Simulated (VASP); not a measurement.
# CuI (Marshite): structure and properties in VASP, part 3 of 6

How well does r2SCAN reproduce what experiment finds for CuI (Marshite)? The cell is relaxed first, and properties follow on it. The start is a cell from a database of measured crystal structures.

VASP 6.6.1, plane waves and PAW; the level of theory is named at each step.

So far. Step 3 (Second relaxation): It ends with forces that vanish by symmetry and a pressure of 0.01 GPa. The volume moved by only 0.10 %, so the volume is settled. Step 4 (Density, ELF and potential (r2SCAN)): In this run the pressure is 0.00 GPa, small enough to go on. The relaxed cell has a = 6.011 Å (conventional setting).

The database entry behind the starting cell differs from later determinations by our own check (about 0.15 % long (mineral sample)), so it need not match the best structure at ambient conditions.

### Step 5. Bands along the symmetry lines (r2SCAN)

Level of this step: r2SCAN; plane waves and PAW (Cu, I) (VASP).

The mesh alone shows little of the dispersion and can miss band extrema, so KPOINTS_OPT adds a path through the symmetry points after the self-consistent cycle.

INCAR reads:

```
SYSTEM = CuI
PREC = Accurate
ENCUT = 400
EDIFF = 1E-06
NELM = 100
ISMEAR = 0
SIGMA = 0.05
LREAL = .FALSE.
ALGO = Normal
METAGGA = R2SCAN
LASPH = .TRUE.
NBANDS = 21
LORBIT = 11
LWAVE = .FALSE.
LCHARG = .FALSE.
KPAR = 2
```

POSCAR reads:

```
CuI
1.0
    0.0000000000      3.0055023643      3.0055023643
    3.0055023643      0.0000000000      3.0055023643
    3.0055023643      3.0055023643      0.0000000000
Cu I
1 1
Direct
    0.2500000000      0.2500000000      0.2500000000
    0.0000000000      0.0000000000      0.0000000000
```

KPOINTS reads:

```
Automatic mesh
0
Gamma
6 6 6
0 0 0
```

KPOINTS_OPT reads:

```
Line mode
16
Line-mode
Reciprocal
  0.00000000   0.00000000   0.00000000 GAMMA
  0.50000000   0.00000000   0.50000000 X

  0.50000000   0.00000000   0.50000000 X
  0.50000000   0.25000000   0.75000000 W

  0.50000000   0.25000000   0.75000000 W
  0.37500000   0.37500000   0.75000000 K

  0.37500000   0.37500000   0.75000000 K
  0.00000000   0.00000000   0.00000000 GAMMA

  0.00000000   0.00000000   0.00000000 GAMMA
  0.50000000   0.50000000   0.50000000 L

  0.50000000   0.50000000   0.50000000 L
  0.62500000   0.25000000   0.62500000 U

  0.62500000   0.25000000   0.62500000 U
  0.50000000   0.25000000   0.75000000 W

  0.50000000   0.25000000   0.75000000 W
  0.50000000   0.50000000   0.50000000 L

  0.50000000   0.50000000   0.50000000 L
  0.37500000   0.37500000   0.75000000 K

  0.62500000   0.25000000   0.62500000 U
  0.50000000   0.00000000   0.50000000 X
```

The projector-augmented-wave data sets are Cu and I (PBE family, release 64).

The run is started by

```console
$ mpirun -np 2 vasp_std
```

The log of the run:

```text
[... set-up lines as in an earlier step ...]
 entering main loop
       N       E                     dE             d eps       ncg     rms          rms(c)
DAV:   1     0.651637016287E+02    0.65164E+02   -0.61112E+03   672   0.754E+02
DAV:   2    -0.314945061743E+02   -0.96658E+02   -0.84504E+02   717   0.188E+02
DAV:   3    -0.388954721708E+02   -0.74010E+01   -0.72606E+01   808   0.568E+01
DAV:   4    -0.390795748024E+02   -0.18410E+00   -0.18383E+00   811   0.793E+00
DAV:   5    -0.390878522949E+02   -0.82775E-02   -0.82767E-02  1013   0.193E+00    0.591E+00
DAV:   6    -0.361434451363E+02    0.29444E+01   -0.49836E+00   780   0.479E+01    0.472E+00
DAV:   7    -0.357865011495E+02    0.35694E+00   -0.82877E-01   832   0.270E+01    0.240E+00
DAV:   8    -0.358263940212E+02   -0.39893E-01   -0.32509E-01   855   0.140E+01    0.137E+00
DAV:   9    -0.357883685491E+02    0.38025E-01   -0.13168E-01   792   0.913E+00    0.132E-01
DAV:  10    -0.357896007427E+02   -0.12322E-02   -0.51719E-03   807   0.455E-01    0.133E-01
DAV:  11    -0.357897720708E+02   -0.17133E-03   -0.20872E-04   984   0.232E-01    0.131E-01
DAV:  12    -0.357895042336E+02    0.26784E-03   -0.43923E-04   872   0.598E-01    0.339E-02
DAV:  13    -0.357895057372E+02   -0.15036E-05   -0.11098E-04   955   0.199E-01    0.747E-03
DAV:  14    -0.357895076460E+02   -0.19088E-05   -0.88126E-06  1012   0.276E-02    0.937E-03
DAV:  15    -0.357895095834E+02   -0.19373E-05   -0.10394E-06   525   0.120E-02    0.529E-03
DAV:  16    -0.357895089072E+02    0.67617E-06   -0.11204E-06   500   0.292E-02
   1 F= -.35789509E+02 E0= -.35789509E+02  d E =-.435821E-17
 Start KPOINTS_OPT (optional k-point list driver)
k-point batch [1-16\160]
       N       E                     dE             ncg
DAV:   1     0.197728326254E+04   -0.22322E+04      672
DAV:   2     0.364859900119E+03   -0.16124E+04      727
DAV:   3     0.229077849439E+03   -0.13578E+03      791
DAV:   4     0.225593515152E+03   -0.34843E+01      854
DAV:   5     0.225451690043E+03   -0.14183E+00      927
DAV:   6     0.225447385235E+03   -0.43048E-02      918
DAV:   7     0.225447286221E+03   -0.99014E-04      961
DAV:   8     0.225447285487E+03   -0.73399E-06      679
[...]
k-point batch [145-160\160]
       N       E                     dE             ncg
DAV:   1     0.178688700992E+04   -0.65734E+04      685
DAV:   2     0.257177679791E+03   -0.15297E+04      725
DAV:   3     0.133122934934E+03   -0.12405E+03      889
DAV:   4     0.130250826775E+03   -0.28721E+01      843
DAV:   5     0.130129802644E+03   -0.12102E+00      985
DAV:   6     0.130127392393E+03   -0.24103E-02      866
DAV:   7     0.130127344406E+03   -0.47987E-04     1002
DAV:   8     0.130127344211E+03   -0.19461E-06      665
```

It took 4.8 min on 2 MPI ranks of AMD EPYC 7R43, shared host; peak memory 0.28 GiB.

From OUTCAR (step 5):

```text
   k-points           NKPTS =     16   k-points in BZ     NKDIM =     16   number of bands    NBANDS=     21

   NELECT =      18.0000    total number of electrons

 E-fermi :   4.8275

 k-point     1 :       0.0000    0.0000    0.0000
  band No.  band energies     occupation
    ...
      5       2.6013      2.00000
      6       2.6013      2.00000
      7       4.5441      2.00000
      8       4.5441      2.00000
      9       4.5441      2.00000
     10       6.2319      0.00000
     11       9.7539      0.00000
     12       9.7541      0.00000
     13       9.7541      0.00000
     14      13.2367      0.00000
    ...

  Total        0.0004399      0.0004399      0.0004399     -0.0000000      0.0000000      0.0000000
  in kB        0.0129811      0.0129811      0.0129811     -0.0000000      0.0000000      0.0000000
  external PRESSURE =       0.0129811 kB  Pullay stress =       0.0000000 kB

  FREE ENERGIE OF THE ION-ELECTRON SYSTEM (eV)
  ---------------------------------------------------
  free  energy   TOTEN  =       -35.7895089072 eV

  energy  without entropy=      -35.7895089072  energy(sigma->0) =      -35.78950891

[... 9 parts as in an earlier step ...]

[... 8 further parts left out ...]
```

Spin-orbit coupling is off here; with elements this heavy it splits and shifts levels by tenths of an eV or more.

This step gave:

- bands: 21
- Fermi energy: 4.827 eV
- pressure: 0.001298 GPa
- least gap on mesh and path: 1.688 eV
- least direct gap on mesh and path: 1.688 eV

Electronic bands along the path, in eV, zero at the valence-band top; v1 is the highest filled band, c1 the lowest empty one:

```csv
point,v4,v3,v2,v1,c1,c2,c3,c4
Γ,-1.94,0.00,0.00,0.00,1.69,5.21,5.21,5.21
0.47 of the way,-1.90,-1.04,-0.86,-0.86,3.60,3.76,7.03,7.03
X,-1.86,-1.85,-1.59,-1.59,2.89,3.16,9.99,10.54
0.47 of the way,-1.96,-1.85,-1.64,-1.43,3.51,3.75,8.47,8.66
W,-2.02,-1.85,-1.69,-1.33,4.87,4.98,6.52,6.68
0.47 of the way,-1.95,-1.82,-1.66,-1.32,4.02,5.00,7.07,7.43
K,-1.92,-1.80,-1.58,-1.32,3.35,4.98,8.02,8.35
0.47 of the way,-1.92,-1.46,-1.21,-0.47,3.72,5.48,5.82,6.12
Γ,-1.94,0.00,0.00,0.00,1.69,5.21,5.21,5.21
0.47 of the way,-1.95,-1.24,-0.36,-0.36,2.74,5.74,5.76,5.76
L,-1.91,-1.88,-0.75,-0.75,2.57,5.72,5.72,7.76
0.53 of the way,-1.93,-1.82,-1.31,-1.01,3.58,5.20,6.73,7.54
U,-1.92,-1.80,-1.58,-1.32,3.35,4.98,8.02,8.35
0.53 of the way,-1.95,-1.82,-1.66,-1.32,4.02,5.00,7.07,7.43
W,-2.02,-1.85,-1.69,-1.33,4.87,4.98,6.52,6.68
0.47 of the way,-1.94,-1.81,-1.41,-1.09,4.04,4.89,6.63,7.93
L,-1.91,-1.88,-0.75,-0.75,2.57,5.72,5.72,7.76
0.53 of the way,-1.93,-1.82,-1.31,-1.01,3.58,5.20,6.73,7.54
K,-1.92,-1.80,-1.58,-1.32,3.35,4.98,8.02,8.35
jump to U,-1.92,-1.80,-1.58,-1.32,3.35,4.98,8.02,8.35
0.47 of the way,-1.88,-1.88,-1.57,-1.51,3.10,3.73,8.98,9.51
X,-1.86,-1.85,-1.59,-1.59,2.89,3.16,9.99,10.54
```

Of the projections kept (Cu, I), the largest for each band there; the rest of the weight can lie on other orbitals:

```csv
point,v4,v3,v2,v1,c1,c2,c3,c4
Γ,Cu 0.99,Cu 0.68,Cu 0.68,Cu 0.68,Cu 0.55,Cu 0.59,Cu 0.59,Cu 0.59
X,Cu 0.98,Cu 1.00,Cu 0.94,Cu 0.94,Cu 0.65,Cu 0.68,I 0.75,I 0.52
W,Cu 0.97,Cu 1.00,Cu 0.99,Cu 0.94,I 0.63,Cu 0.51,Cu 0.57,I 0.58
K,Cu 1.00,Cu 0.98,Cu 0.97,Cu 0.90,Cu 0.65,I 0.55,I 0.68,I 0.61
Γ,Cu 0.99,Cu 0.68,Cu 0.68,Cu 0.68,Cu 0.55,Cu 0.59,Cu 0.59,Cu 0.59
L,Cu 1.00,Cu 0.99,Cu 0.77,Cu 0.77,Cu 0.64,Cu 0.53,Cu 0.54,I 0.69
```

The path finds the gap of the mesh within 0.02 eV, so the mesh comes close to both band edges.

### Step 6. Density of states (r2SCAN)

A density of states needs more k-points than a total energy; ISMEAR = -5 takes tetrahedra, and LORBIT projects the states on the PAW spheres. The mesh is finer than in the run before.

INCAR, as its differences from that of step 5:

```diff
@@ -5,3 +5,3 @@
 NELM = 100
-ISMEAR = 0
+ISMEAR = -5
 SIGMA = 0.05
@@ -16 +16,2 @@
 KPAR = 2
+NEDOS = 2001
```

POSCAR is that of step 5.

KPOINTS reads:

```
Automatic mesh
0
Gamma
8 8 8
0 0 0
```

The run is started by

```console
$ mpirun -np 2 vasp_std
```

The log of the run:

```text
[... set-up lines as in an earlier step ...]
 entering main loop
       N       E                     dE             d eps       ncg     rms          rms(c)
DAV:   1     0.639826250328E+02    0.63983E+02   -0.61658E+03  1223   0.747E+02
DAV:   2    -0.311027903009E+02   -0.95085E+02   -0.83304E+02  1308   0.188E+02
DAV:   3    -0.388820604555E+02   -0.77793E+01   -0.76169E+01  1470   0.571E+01
DAV:   4    -0.390824476296E+02   -0.20039E+00   -0.20013E+00  1475   0.821E+00
DAV:   5    -0.390913439265E+02   -0.88963E-02   -0.88955E-02  1733   0.202E+00    0.596E+00
DAV:   6    -0.361474073455E+02    0.29439E+01   -0.50349E+00  1421   0.480E+01    0.472E+00
DAV:   7    -0.357882606465E+02    0.35915E+00   -0.83655E-01  1508   0.271E+01    0.239E+00
DAV:   8    -0.358268155684E+02   -0.38555E-01   -0.31810E-01  1556   0.138E+01    0.135E+00
DAV:   9    -0.357902984290E+02    0.36517E-01   -0.13058E-01  1453   0.910E+00    0.141E-01
DAV:  10    -0.357914266988E+02   -0.11283E-02   -0.51697E-03  1411   0.513E-01    0.123E-01
DAV:  11    -0.357915839555E+02   -0.15726E-03   -0.24005E-04  1889   0.226E-01    0.120E-01
DAV:  12    -0.357913412104E+02    0.24275E-03   -0.42031E-04  1575   0.587E-01    0.313E-02
DAV:  13    -0.357913469536E+02   -0.57432E-05   -0.10026E-04  1841   0.174E-01    0.793E-03
DAV:  14    -0.357913481337E+02   -0.11801E-05   -0.59204E-06  1841   0.254E-02    0.838E-03
DAV:  15    -0.357913502451E+02   -0.21114E-05   -0.10190E-06  1185   0.799E-03    0.537E-03
DAV:  16    -0.357913491969E+02    0.10482E-05   -0.11101E-06   781   0.272E-02    0.196E-03
DAV:  17    -0.357913486357E+02    0.56117E-06   -0.19144E-07   704   0.463E-03
   1 F= -.35791349E+02 E0= -.35791349E+02  d E =0.000000E+00
```

The job ended after 2.3 min (2 MPI ranks; peak memory 0.27 GiB).

From OUTCAR (step 6):

```text
   k-points           NKPTS =     29   k-points in BZ     NKDIM =     29   number of bands    NBANDS=     21

   NELECT =      18.0000    total number of electrons

 E-fermi :   4.5431

 k-point     1 :       0.0000    0.0000    0.0000
  band No.  band energies     occupation
    ...
      5       2.6000      2.00000
      6       2.6000      2.00000
      7       4.5427      2.00000
      8       4.5428      2.00000
      9       4.5428      2.00000
     10       6.2311      0.00000
     11       9.7532      0.00000
     12       9.7535      0.00000
     13       9.7535      0.00000
     14      13.2364      0.00000
    ...

  Total        0.0089208      0.0089208      0.0089208      0.0000000      0.0000000      0.0000000
  in kB        0.2632294      0.2632294      0.2632294      0.0000000      0.0000000      0.0000000
  external PRESSURE =       0.2632294 kB  Pullay stress =       0.0000000 kB

  FREE ENERGIE OF THE ION-ELECTRON SYSTEM (eV)
  ---------------------------------------------------
  free  energy   TOTEN  =       -35.7913486357 eV

  energy  without entropy=      -35.7913486357  energy(sigma->0) =      -35.79134864

[... 7 parts as in an earlier step ...]

[... 10 further parts left out ...]
```

This step gave:

```
SCF cycles           : 17
irreducible k-points : 29
Fermi energy         : 4.543 eV
pressure             : 0.02632 GPa
```

The density of states has structure finer than the step of the table below, so its rows give means over 0.5 eV, whole bins alone (the curve runs from -12.0 to 9.67 eV). Peaks (eV: height): total -5.57: 5.87, -3.93: 17.4, -2.05: 22.0, -1.93: 41.8; Cu d -3.93: 5.16, -2.05: 19.6, -1.93: 38.9; I p -5.57: 2.13, -3.93: 6.66.

States under -12.0 eV and over 9.7 eV are left out. The density of states by energy, zero at the valence-band top; means over each step; values in states/eV/cell:

```csv
energy (eV),total,Cu d,I p
-6.5,0,0,0
-6.0,0.316,0.00668,0.113
-5.5,2.92,0.101,1.06
-5.0,0.725,0.0845,0.270
-4.5,2.20,0.330,0.882
-4.0,5.29,1.29,2.10
-3.5,0,0,0
-3.0,0,0,0
-2.5,0,0,0
-2.0,10.9,9.94,0.0290
-1.5,4.75,3.98,0.203
-1.0,3.84,2.75,0.469
-0.5,1.39,0.889,0.266
0.0,0.151,0.0904,0.0370
0.5,0,0,0
1.0,0,0,0
1.5,0,0,0
2.0,0.0130,9.6e-5,9.4e-4
2.5,0.0976,0.00122,0.00878
3.0,0.731,0.0243,0.0521
3.5,2.02,0.100,0.157
4.0,1.65,0.0912,0.152
4.5,0.786,0.0370,0.0730
5.0,1.82,0.0803,0.189
5.5,1.10,0.0393,0.0743
6.0,1.79,0.0588,0.113
6.5,1.79,0.0627,0.144
7.0,0.976,0.0341,0.0984
7.5,1.42,0.0589,0.185
8.0,1.12,0.0502,0.116
8.5,1.02,0.0549,0.0809
9.0,1.26,0.0607,0.103
```

The gap on this mesh is 1.69 eV. In the top eV of the valence band the largest shares in the PAW spheres are Cu d 66 % and I p 17 %. The rest lies in smaller channels or between the spheres.

[end of part 3 of 6]

[Lines on the potential files, build, host, timing and source positions are cut from VASP's logs without a mark.]

[Logs are printed without paths, hosts, clocks, repeated set-up lines and the standing remarks that a program may print on its own settings, such as how far it seeks lower states.]

[Hosts, paths, dates, database ids (printed as entryN), source tags and the programs' standing remarks are cut or masked in the printed files.]

[A measured line is paired with the nearest computed mode of its activity, which favours agreement.]
